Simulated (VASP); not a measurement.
Consider the following.

```
HfMoSb4
1.0
    5.13333    -1.80392     0.01020
    5.13333     1.80392     0.01020
   -4.14513     0.00000     7.24206
Hf Sb Mo
1 4 1
Direct
  0.15064   0.15064   0.18953
  0.85940   0.85940   0.47626
  0.15631   0.15631   0.54642
  0.39608   0.39608   0.09839
  0.59059   0.59059   0.88016
  0.84802   0.84802   0.80924
```

Method: PBEsol GGA, VASP's PBE PAW potentials (set 64) (plane waves; VASP). Run with 400 eV cut-off, Gaussian smearing of 0.050 eV, potentials Hf_pv Sb Mo_sv.

Give the energies of bands 12 to 25 at the high-symmetry points, in eV from the Fermi level.

| band | Γ | C | Y2 | M2 | D | A | V2 |
|---|---|---|---|---|---|---|---|
| 12 | -5.82 | -6.03 | -4.56 | -5.91 | -5.92 | -5.24 | -5.38 |
| 13 | -5.12 | -5.35 | -4.42 | -5.53 | -5.41 | -4.86 | -5.20 |
| 14 | -4.40 | -4.17 | -3.95 | -2.65 | -4.33 | -4.22 | -4.69 |
| 15 | -2.91 | -3.62 | -2.78 | -2.21 | -3.51 | -3.68 | -4.43 |
| 16 | -2.14 | -3.04 | -2.42 | -2.00 | -3.25 | -2.17 | -3.44 |
| 17 | -2.09 | -2.82 | -2.29 | -1.59 | -3.05 | -2.11 | -3.18 |
| 18 | -1.87 | -2.52 | -1.45 | -1.40 | -2.65 | -2.01 | -2.83 |
| 19 | -1.40 | -2.26 | -1.00 | -1.06 | -2.46 | -1.87 | -2.11 |
| 20 | -1.24 | -1.79 | -0.84 | -0.88 | -1.84 | -1.47 | -1.87 |
| 21 | -0.61 | -1.29 | -0.75 | -0.77 | -1.76 | -0.82 | -1.42 |
| 22 | -0.55 | -1.15 | -0.18 | -0.32 | -0.72 | 0.01 | -0.98 |
| 23 | 0.75 | 0.30 | 0.46 | 0.84 | 0.34 | 0.40 | 0.74 |
| 24 | 1.12 | 0.53 | 1.34 | 1.15 | 0.73 | 1.16 | 0.77 |
| 25 | 1.59 | 0.92 | 1.45 | 1.43 | 0.96 | 1.63 | 1.47 |

It has no gap at this level: it comes out as a metal or semimetal.

The structure comes from a computed database's HfSb4Mo entry (Cm); how it stands against other phases isn't given here. It was relaxed first.
